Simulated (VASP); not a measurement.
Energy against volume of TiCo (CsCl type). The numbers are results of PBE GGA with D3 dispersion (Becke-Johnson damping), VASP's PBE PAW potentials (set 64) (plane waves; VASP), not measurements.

| V (Å³/atom) | E (eV/atom) |
|---|---|
| 11.836 | -8.34643 |
| 12.213 | -8.36892 |
| 12.591 | -8.37566 |
| 12.969 | -8.36887 |
| 13.347 | -8.35045 |

**Question.** Fit a third-order Birch-Murnaghan equation of state.

**Answer.** 
```
Item                                             Result
---------------------------------------  --------------
volume per atom                          12.58 Å^3/atom
bulk modulus                                    192 GPa
pressure derivative of the bulk modulus            4.05
lattice constant a                           5.537 bohr
```

Measured: bulk modulus 154 GPa (computed value off by +24.4 %), a 2.995 Å (computed value off by -2.2 %), as given by Yamada et al., (2019), arXiv:1910.09660. The calculation is for a static lattice, while the measured bulk modulus, a hold thermal and zero-point effects, which are part of the difference.

The compound is TiCo in the CsCl type structure. It was relaxed first, which changed the volume by -6 %. The run is not spin-polarised, so no magnetic state was tried.
